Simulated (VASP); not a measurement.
Data:

```
CELL_PARAMETERS angstrom
      0.00000     2.02278     2.02278
      2.02278     0.00000     2.02278
      2.02278     2.02278     0.00000
ATOMIC_POSITIONS crystal
  Al 0.00000 0.00000 0.00000
  N  0.50000 0.50000 0.50000
```

All values below come from PBEsol GGA, VASP's PBE PAW potentials (set 64) (plane waves; VASP). Settings: 520 eV cut-off, 10×10×10 Γ-centred mesh, Gaussian smearing of 0.050 eV, potentials Al N.

Q: What does the run give for the energy per atom (σ→0), band gap (on the k-mesh) with the smallest direct gap where there is one?

A: 
```yaml
band gap (on the k-mesh): 4.54 eV
smallest direct gap (on the k-mesh): 5.65 eV
energy per atom (σ→0): -7724 meV/atom
```

The absolute energy has meaning only against runs of the same code, potentials and settings.

The structure was generated: AlN was put into the rock salt type (Fm-3m), which need not be its known phase. It was relaxed first, which changed the volume by -7 %. The start is the result of an earlier pass.
